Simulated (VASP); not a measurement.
Given:

```
CELL_PARAMETERS angstrom
      2.83187     0.00000     0.00000
     -1.41594     2.45248     0.00000
      0.00000     0.00000     9.37660
ATOMIC_POSITIONS crystal
  Al 0.00000 0.00000 0.00000
  Al 0.00000 0.00000 0.50000
  Al 0.33333 0.66667 0.25000
  Al 0.66667 0.33333 0.75000
```

Computed with PBEsol GGA, VASP's PBE PAW potentials (set 64) (plane waves; VASP). Numerical set-up: 400 eV cut-off, Gaussian smearing of 0.050 eV, potentials Al.

Q: Give the energies of bands 1 to 9 at the high-symmetry points, in eV from the Fermi level.

A: 
```csv
band,Γ,M,K,A,L,H
1,-11.25,-5.28,-3.38,-10.83,-4.89,-3.02
2,-9.58,-5.20,-3.26,-10.83,-4.89,-3.02
3,-9.58,-3.96,-3.26,-7.51,-4.81,-2.92
4,-4.75,-3.90,-2.36,-7.51,-4.81,-2.92
5,-4.59,-3.34,-2.02,-1.09,-1.90,-2.84
6,3.17,-3.27,-2.02,-1.09,-1.90,-2.84
7,3.18,0.79,-1.34,8.00,-1.25,-0.22
8,10.94,1.18,-1.34,8.00,-1.25,-0.22
9,11.03,1.23,-0.96,11.26,4.44,0.45
```

It has no gap at this level: it comes out as a metal or semimetal.

The structure was generated: Al was put into the dhcp type (P6_3/mmc), which need not be its known phase. It was relaxed first.
